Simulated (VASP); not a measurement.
Take ZnS (zinc blende), without spin-orbit terms, in VASP with PAW potentials, and its band gap.

Question: One run gives 2.15 eV. Which level is it?
A. B3LYP (PBE cell)
B. LDA (own cell)
C. HSE06 (PBE cell)
D. Hartree-Fock (PBE cell)

Answer: B, LDA (own cell).  The others give 10.05 (Hartree-Fock (PBE cell)), 3.23 (HSE06 (PBE cell)), 3.50 (B3LYP (PBE cell)).

Only levels that ran to the end are used. Left out are those held back, those with too coarse a band path, GW runs whose mesh misses a band edge, hybrids' fits of cells that aren't cubic and levels without matching references; a question may draw on a part of the rest.

The compound is ZnS in the zinc blende structure.
